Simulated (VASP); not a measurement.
# Li2CF2 (P-3m1) in VASP: a series of runs

One crystal, Li2CF2, is run at these levels: PBE; tasks: single point.

Program: VASP 6.6.1. These are calculated values, not measurements. Logs are shortened: lines on timing, memory, paths and dates and some standing lists are left out, and cuts for length are marked.

## 1. The cell of the first run

Symmetry: P-3m1, No. 164, trigonal system. Conventional cell: a = 3.038 Å, b = 3.038 Å, c = 9.007 Å, α = 90.00°, β = 90.00°, γ = 120.00°. Li (site symmetry 3m) is surrounded by 3 F at 1.76 Å. C (site symmetry -3m) has 6 C at 3.04 Å as nearest neighbours. F (site symmetry 3m) is surrounded by 3 Li at 1.76 Å.

The cell was built by a generator and needn't be a form met in nature.

## 2. Single point, PBE, collinear spin, typed start (species swapped into the Tm2SO2 type (P-3m1, No. 164))

Input file INCAR:

```
ALGO     = Fast           # electronic algorithm
EDIFF    = 1E-6           # SCF threshold, eV
ENCUT    = 520            # plane-wave cutoff, eV
GGA      = PE             # functional
ISIF     = 2              # what is computed and relaxed
ISMEAR   = 0              # smearing method
ISPIN    = 2              # spin polarisation
LASPH    = True           # aspherical terms in the spheres
LCHARG   = False          # write CHGCAR
LORBIT   = 11             # projections on sites
LREAL    = False          # projectors in reciprocal space
LWAVE    = False          # write WAVECAR
MAGMOM   = 0 0 1.09 0 0   # initial moments
NBANDS   = 24             # bands
NELM     = 150            # most SCF steps
PREC     = Accurate       # precision mode
SIGMA    = 0.1            # smearing width, eV
```

Input file KPOINTS:

```
k-points
0
Gamma
  12 12 6
```

Input file POSCAR:

```
Li2CF2
1.0
    3.0381635482      0.0000000000      0.0000000000
   -1.5190817741      2.6311268136      0.0000000000
    0.0000000000      0.0000000000      9.0074791131
Li C F
2 1 2
Direct
    0.3333333333      0.6666666667      0.3827614510
    0.6666666667      0.3333333333      0.6172385490
    0.0000000000      0.0000000000      0.0000000000
    0.3333333333      0.6666666667      0.6262893059
    0.6666666667      0.3333333333      0.3737106941
```

Potentials or basis: VASP PAW PBE potentials, release 64 (Li_sv, C, F).

Started as:

```sh
cat potpaw_PBE.64/Li_sv/POTCAR potpaw_PBE.64/C/POTCAR potpaw_PBE.64/F/POTCAR > POTCAR
mpirun -np 1 vasp_std > vasp.out
```

OUTCAR:

```text
EDIFF = 1E-6
   ENCUT = 520
   GGA = PE
   ISIF = 2
   ISMEAR = 0
   ISPIN = 2
   LASPH = True
   LORBIT = 11
   LREAL = False
   NELM = 150
   PREC = Accurate

 ion  position               nearest neighbor table
   1  0.333  0.667  0.383-   5 1.76   5 1.76   5 1.76   4 2.19
   2  0.667  0.333  0.617-   4 1.76   4 1.76   4 1.76   5 2.19
   3  0.000  0.000  0.000-
   4  0.333  0.667  0.626-   2 1.76   2 1.76   2 1.76   1 2.19
   5  0.667  0.333  0.374-   1 1.76   1 1.76   1 1.76   2 2.19

  LATTYP: Found a hexagonal cell.
 ALAT       =     3.0381635482
 C/A-ratio  =     2.9647775606

  Lattice vectors:

 A1 = (   3.0381635482,   0.0000000000,   0.0000000000)
 A2 = (  -1.5190817741,   2.6311268136,   0.0000000000)
 A3 = (   0.0000000000,   0.0000000000,   9.0074791131)

Analysis of symmetry for initial positions (statically):
=====================================================================
 Subroutine PRICEL returns:
 Original cell was already a primitive cell.

 Routine SETGRP: Setting up the symmetry group for a
 hexagonal supercell.

 Subroutine GETGRP returns: Found 12 space group operations
 (whereof 12 operations were pure point group operations)
 out of a pool of 24 trial point group operations.

The static configuration has the point symmetry D_3d.

Analysis of symmetry for dynamics (positions and initial velocities):
=====================================================================
 Subroutine PRICEL returns:
 Original cell was already a primitive cell.

 Routine SETGRP: Setting up the symmetry group for a
 hexagonal supercell.

 Subroutine GETGRP returns: Found 12 space group operations
 (whereof 12 operations were pure point group operations)
 out of a pool of 24 trial point group operations.

The dynamic configuration has the point symmetry D_3d.

Analysis of structural, dynamic, and magnetic symmetry:
=====================================================================
 Subroutine PRICEL returns:
 Original cell was already a primitive cell.

 Routine SETGRP: Setting up the symmetry group for a
 hexagonal supercell.

 Subroutine GETGRP returns: Found 12 space group operations
 (whereof 12 operations were pure point group operations)
 out of a pool of 24 trial point group operations.

The overall configuration has the point symmetry D_3d.

 Subroutine INISYM returns: Found 12 space group operations
 (whereof 12 operations are pure point group operations),
 and found     1 'primitive' translations

----------------------------------------------------------------------------------------

                                     Primitive cell

  volume of cell :      72.0039

  direct lattice vectors                    reciprocal lattice vectors
     3.038163548  0.000000000  0.000000000     0.329146204  0.190032650  0.000000000
    -1.519081774  2.631126814  0.000000000     0.000000000  0.380065299  0.000000000
     0.000000000  0.000000000  9.007479113     0.000000000  0.000000000  0.111018853

  length of vectors
     3.038163548  3.038163548  9.007479113     0.380065299  0.380065299  0.111018853

  position of ions in fractional coordinates (direct lattice)
     0.333333333  0.666666667  0.382761451
     0.666666667  0.333333333  0.617238549
     0.000000000  0.000000000  0.000000000
     0.333333333  0.666666667  0.626289306
     0.666666667  0.333333333  0.373710694

  ion indices of the primitive-cell ions
   primitive index   ion index
                 1           1
                 2           2
                 3           3
                 4           4
                 5           5

----------------------------------------------------------------------------------------

 KPOINTS: k-points

Automatic generation of k-mesh.
 Grid dimensions read from file:
 generate k-points for:   12   12    6

 Generating k-lattice:

  Cartesian coordinates                     Fractional coordinates (reciprocal lattice)
     0.027428850  0.015836054  0.000000000     0.083333333  0.000000000  0.000000000
     0.000000000  0.031672108  0.000000000     0.000000000  0.083333333  0.000000000
     0.000000000  0.000000000  0.018503142     0.000000000  0.000000000  0.166666667

  Length of vectors
     0.031672108  0.031672108  0.018503142

  Shift w.r.t. Gamma in fractional coordinates (k-lattice)
     0.000000000  0.000000000  0.000000000

 Subroutine IBZKPT returns following result:
 ===========================================

 Found    100 irreducible k-points:

 Following reciprocal coordinates:
            Coordinates               Weight
  0.000000  0.000000  0.000000      1.000000
  0.083333 -0.000000  0.000000      6.000000
  0.166667  0.000000  0.000000      6.000000
  0.250000  0.000000  0.000000      6.000000
  0.333333 -0.000000  0.000000      6.000000
  0.416667 -0.000000  0.000000      6.000000
[... 16 lines left out ...]
  0.166667  0.000000  0.166667      6.000000
  0.000000  0.166667  0.166667      6.000000
 [... further k-points ...]
   k-points           NKPTS =    100   k-points in BZ     NKDIM =    100   number of bands    NBANDS=     24
   number of dos      NEDOS =    301   number of ions     NIONS =      5
   total plane-waves  NPLWV =  40320
   dimension x,y,z NGX =    24 NGY =   24 NGZ =   70
   dimension x,y,z NGXF=    48 NGYF=   48 NGZF=  140
   ions per type =               2   1   2
   NGX,Y,Z   is equivalent  to a cutoff of  13.13, 13.13, 12.92 a.u.
   NGXF,Y,Z  is equivalent  to a cutoff of  26.27, 26.27, 25.84 a.u.
 SYSTEM =  unknown system
   PREC   = accura    normal or accurate (medium, high low for compatibility)
   ISTART =      0    job   : 0-new  1-cont  2-samecut
   ICHARG =      2    charge: 1-file 2-atom 10-const
   ISPIN  =      2    spin polarized calculation?
   LNONCOLLINEAR =      F non collinear calculations
   LSORBIT =      F    spin-orbit coupling
   LASPH  =      T    aspherical Exc in radial PAW
   ENCUT  =  520.0 eV  38.22 Ry    6.18 a.u.   5.65  5.65 16.75*2*pi/ulx,y,z
   NELM   =    150;   NELMIN=  2; NELMDL= -5     # of ELM steps
   EDIFF  = 0.1E-05   stopping-criterion for ELM
   LREAL  =      F    real-space projection
[... 7 lines left out ...]
   TEBEG  =    0.0;   TEEND  =   0.0 temperature during run
   PSTRESS=    0.0 pullay stress
   NELECT =      24.0000    total number of electrons
   NUPDOWN=      -1.0000    fix difference up-down
   EMIN   =  10.00;   EMAX   =-10.00  energy-range for DOS
   EFERMI =   0.00;   METHOD = LEGACY
   ISMEAR =     0;   SIGMA  =   0.10  broadening in eV -4-tet -1-fermi 0-gaus
   EFERMI_NEDOS =   21; number of points for ismear=-14 and -15
   IALGO  =     68    algorithm
   IMIX   =      4    mixing-type and parameters
     AMIX     =   0.40;   BMIX     =  1.00
     AMIX_MAG =   1.60;   BMIX_MAG =  1.00
  volume/ion in A,a.u.               =      14.40        97.18
  Fermi-wavevector in a.u.,A,eV,Ry     =   1.135080  2.144990 17.529840  1.288407
  Thomas-Fermi vector in A             =   2.271785
   LORBIT       =     11    0 simple, 1 ext, 2 COOP (PROOUT), +10 PAW based schemes
   GGA     = PE    functional components
   LHFCALC =     F    Hartree Fock is set to
   AEXX    =    0.0000 exact exchange contribution
   IVDW    =     0    specifies the selected vdW correction
   LEPSILON=     F    determine dielectric tensor
   LRPA    =     F    only Hartree local field effects (RPA)
 spin polarized calculation
 RMM-DIIS sequential band-by-band and
 Gauss-broadening in eV      SIGMA  =   0.10
  energy-cutoff  :      520.00
  volume of cell :       72.00
 maximum number of plane-waves:      1971
 NGX is ok and might be reduce to    24
   NGX = 11   NGY = 11   NGZ = 33

 number of electron      23.9999995 magnetization       1.0295042

 Free energy of the ion-electron system (eV)
  ---------------------------------------------------
  ext. energy  EPLUGINS =         0.00000000
  ---------------------------------------------------
  free energy    TOTEN  =       -21.06979144 eV

  energy without entropy =      -21.05748963  energy(sigma->0) =      -21.06364054

 E-fermi :  -1.7094     XC(G=0):  -7.6389

 val. band max:       -1.7119471938   @ k =   0.5000   0.0000   0.5000
 cond. band min:      -1.6668815456   @ k =   0.1667   0.1667   0.0000
 fundamental gap:      0.0450656482
 Fermi energy:        -1.7094430024

 spin component 1

 k-point     1 :       0.0000    0.0000    0.0000
  band No.  band energies     occupation
      1     -44.0224      1.00000
      2     -43.9812      1.00000
      3     -23.0417      1.00000
      4     -22.8062      1.00000
      5     -11.3999      1.00000
      6      -5.5169      1.00000
[... 16 lines left out ...]
     23      15.8006      0.00000
     24      15.8007      0.00000
[... 598 lines left out ...]
      2     -43.9749      1.00000
      3     -23.0306      1.00000
      4     -22.8241      1.00000
      5     -11.0777      1.00000
      6      -5.3507      1.00000
[... 16 lines left out ...]
     23      16.3730      0.00000
     24      16.4614      0.00000

 [... further k-points ...]

 spin component 2

 k-point     1 :       0.0000    0.0000    0.0000
  band No.  band energies     occupation
      1     -44.0225      1.00000
      2     -43.9813      1.00000
      3     -23.0313      1.00000
      4     -22.7955      1.00000
      5     -10.1607      1.00000
      6      -5.5028      1.00000
[... 16 lines left out ...]
     23      15.8013      0.00000
     24      15.8013      0.00000
[... 598 lines left out ...]
      2     -43.9750      1.00000
      3     -23.0201      1.00000
      4     -22.8133      1.00000
      5      -9.8111      1.00000
      6      -5.3325      1.00000
[... 16 lines left out ...]
     23      16.4338      0.00000
     24      16.4701      0.00000

 [... further k-points ...]

------------------------ aborting loop because EDIFF is reached ----------------------------------------

  FORCE on cell =-STRESS in cart. coord.  units (eV):
  Direction    XX          YY          ZZ          XY          YZ          ZX
  --------------------------------------------------------------------------------------
  -------------------------------------------------------------------------------------
  Total        0.0660146      0.0660146     -0.1020351      0.0000000      0.0000000      0.0000000
  in kB        1.4689073      1.4689073     -2.2704093      0.0000000      0.0000000      0.0000000
  external PRESSURE =       0.2224684 kB  Pullay stress =       0.0000000 kB

 VOLUME and BASIS-vectors are now :
 -----------------------------------------------------------------------------
  energy-cutoff  :      520.00
  volume of cell :       72.00
      direct lattice vectors                 reciprocal lattice vectors
     3.038163548  0.000000000  0.000000000     0.329146204  0.190032650  0.000000000
    -1.519081774  2.631126814  0.000000000     0.000000000  0.380065299  0.000000000
     0.000000000  0.000000000  9.007479113     0.000000000  0.000000000  0.111018853

 POSITION                                       TOTAL-FORCE (eV/Angst)
 -----------------------------------------------------------------------------------
     -0.00000      1.75408      3.44772        -0.000000      0.000000      0.001466
      1.51908      0.87704      5.55976         0.000000     -0.000000     -0.001466
      0.00000      0.00000      0.00000         0.000000      0.000000      0.000000
     -0.00000      1.75408      5.64129        -0.000000      0.000000     -0.001875
      1.51908      0.87704      3.36619         0.000000     -0.000000      0.001875
 -----------------------------------------------------------------------------------
    total drift:                                0.000000     -0.000000      0.000000

  FREE ENERGIE OF THE ION-ELECTRON SYSTEM (eV)
  ---------------------------------------------------
  free  energy   TOTEN  =       -21.0697914444 eV

  energy  without entropy=      -21.0574896276  energy(sigma->0) =      -21.06364054

 total charge

# of ion       s       p       d       tot
------------------------------------------
    1        2.033   0.072   0.000   2.105
    2        2.033   0.072   0.000   2.105
    3        1.061   0.879   0.000   1.940
    4        1.731   4.424   0.000   6.155
    5        1.731   4.424   0.000   6.155
--------------------------------------------------
tot          8.588   9.870   0.000  18.458

 magnetization (x)

# of ion       s       p       d       tot
------------------------------------------
    1       -0.000  -0.000   0.000  -0.000
    2       -0.000  -0.000   0.000  -0.000
    3        0.025   0.487   0.000   0.512
    4        0.000   0.006   0.000   0.006
    5        0.000   0.006   0.000   0.006
--------------------------------------------------
tot          0.025   0.498   0.000   0.523
```

Run time: 3.3 min. Hardware: 1 thread of Intel Xeon 6975P-C (Granite Rapids), shared host; peak memory 0.38 GiB.

What came out:

```yaml
Free_energy: -21.0698 eV
Band_gap_on_the_k_mesh: none (metal or under the smearing width)
Net_moment: 1.03 μB per cell
Site_moments: Li -0.00; C +0.51; F +0.01 μB
Valence_electrons_inside_the_program's_atomic_spheres: Li 2.10; C 1.94; F 6.16
```

Levels at points of the mesh, in eV from the Fermi level:
Spin up:
| k point | band 10 | band 11 | band 12 | band 13 | band 14 | band 15 | band 16 | band 17 |
| --- | --- | --- | --- | --- | --- | --- | --- | --- |
| (0.00, 0.00, 0.00) | -2.30 | -2.30 | -1.00 | 2.27 | 2.27 | 6.02 | 7.78 | 9.07 |
| (0.50, 0.00, 0.00) | -2.65 | -2.20 | -1.62 | -0.01 | 1.49 | 8.99 | 10.02 | 10.55 |
| (0.00, 0.00, 0.50) | -2.30 | -2.26 | -1.14 | 2.27 | 2.27 | 6.67 | 6.76 | 9.63 |
| (0.50, 0.00, 0.50) | -2.64 | -2.24 | -1.61 | 0.00 | 1.49 | 9.46 | 9.60 | 10.12 |
Spin down:
```
           k point  band 8  band 9  band 10  band 11  band 12  band 13  band 14  band 15
(0.00, 0.00, 0.00)   -2.51   -2.32    -2.29    -2.29     0.96     3.13     3.13     6.13
(0.50, 0.00, 0.00)   -3.05   -2.64    -2.63    -2.19    -0.96     2.31     2.46     9.11
(0.00, 0.00, 0.50)   -2.51   -2.29    -2.29    -2.24     0.87     3.13     3.13     6.92
(0.50, 0.00, 0.50)   -3.05   -2.64    -2.62    -2.20    -0.96     2.31     2.47     9.46
```

Caveat: the cutoff is under 1.25 times the usual one of these potentials, so pressure, stress and relaxed cells hold a basis-set (Pulay) error.

## 3. Single point, PBE, collinear spin, typed start (species swapped into the Tm2SO2 type (P-3m1, No. 164))

Input file INCAR:

```
SYSTEM = Li2CF2
ALGO     = Fast           ! electronic algorithm
EDIFF    = 1E-7           ! SCF threshold, eV
ENCUT    = 520            ! plane-wave cutoff, eV
GGA      = PE             ! functional
ISIF     = 2              ! what is computed and relaxed
ISMEAR   = 0              ! smearing method
ISPIN    = 2              ! spin polarisation
LASPH    = .True.         ! aspherical terms in the spheres
LCHARG   = .True.         ! write CHGCAR
LELF     = .True.         ! ELF
LORBIT   = 11             ! projections on sites
LREAL    = .False.        ! projectors in reciprocal space
LVHAR    = .True.       
LWAVE    = .False.        ! write WAVECAR
MAGMOM   = 0 0 1 1 1      ! initial moments
NBANDS   = 24             ! bands
NELM     = 150            ! most SCF steps
PREC     = Accurate       ! precision mode
SIGMA    = 0.1            ! smearing width, eV
```

Input file KPOINTS:

```
k-points
0
Gamma
  6 6 4
  0 0 0
```

Input file POSCAR:

```
Li2CF2
1.0
    3.2224213800      0.0000000000      0.0000000000
   -1.6112106900      2.7906987800      0.0000000000
    0.0000000000      0.0000000000      5.6333005400
Li C F
2 1 2
Direct
    0.3333333300      0.6666666700      0.2839952400
    0.6666666700      0.3333333300      0.7160047600
    0.0000000000      0.0000000000      0.0000000000
    0.3333333300      0.6666666700      0.6290934100
    0.6666666700      0.3333333300      0.3709065900
```

Potentials or basis: VASP PAW PBE potentials, release 64 (Li_sv, C, F).

Started as:

```sh
cat potpaw_PBE.64/Li_sv/POTCAR potpaw_PBE.64/C/POTCAR potpaw_PBE.64/F/POTCAR > POTCAR
mpirun -np 1 vasp_std > vasp.out
```

Run time: 33 s. Hardware: 1 thread of Intel Xeon 6975P-C (Granite Rapids), shared host; peak memory 0.19 GiB.

Results (log left out):

```
Free energy                                           : -19.7305 eV
Largest force                                         : 2.043 eV/Å
Band gap on the k mesh                                : none (metal or under the smearing width)
Net moment                                            : 0.70 μB per cell
Site moments                                          : Li +0.00; C +0.35; F +0.01 μB
Valence electrons inside the program's atomic spheres : Li 2.08; C 2.00; F 6.09
```

Forces in eV/Å, atoms in the order of the input:
```
Li   0.000  0.000  0.980
Li   0.000  0.000 -0.980
C    0.000  0.000  0.000
F    0.000  0.000  2.043
F    0.000  0.000 -2.043
```

Levels at points of the mesh, in eV from the Fermi level:
Spin up:
```csv
k point,band 9,band 10,band 11,band 12,band 13,band 14,band 15,band 16
"(0.00, 0.00, 0.00)",-2.79,-1.82,-1.82,0.01,1.39,1.39,8.92,10.04
"(0.50, 0.00, 0.00)",-2.77,-1.85,-1.81,-0.77,-0.05,0.75,10.08,10.69
"(0.00, 0.00, 0.50)",-1.81,-1.81,-1.70,-0.55,1.37,1.37,9.66,9.95
"(0.50, 0.00, 0.50)",-2.89,-1.94,-1.68,-1.30,0.21,0.83,10.15,11.28
```
Spin down:
```
           k point  band 10  band 11  band 12  band 13  band 14  band 15
(0.00, 0.00, 0.00)    -1.82    -1.82     1.15     1.97     1.97     9.06
(0.50, 0.00, 0.00)    -1.80    -1.78    -0.46     1.29     1.32    10.31
(0.00, 0.00, 0.50)    -1.81    -1.61     0.74     1.95     1.95    10.11
(0.50, 0.00, 0.50)    -1.91    -1.65    -0.90     1.35     1.54    10.39
```

Caveat: the k mesh is coarse (spacing up to 0.38 Å⁻¹), so the values aren't converged; the cutoff is under 1.25 times the usual one of these potentials, so pressure, stress and relaxed cells hold a basis-set (Pulay) error; forces of over 1 eV/Å show positions far from the minimum, so gaps and moduli don't describe the material at rest.
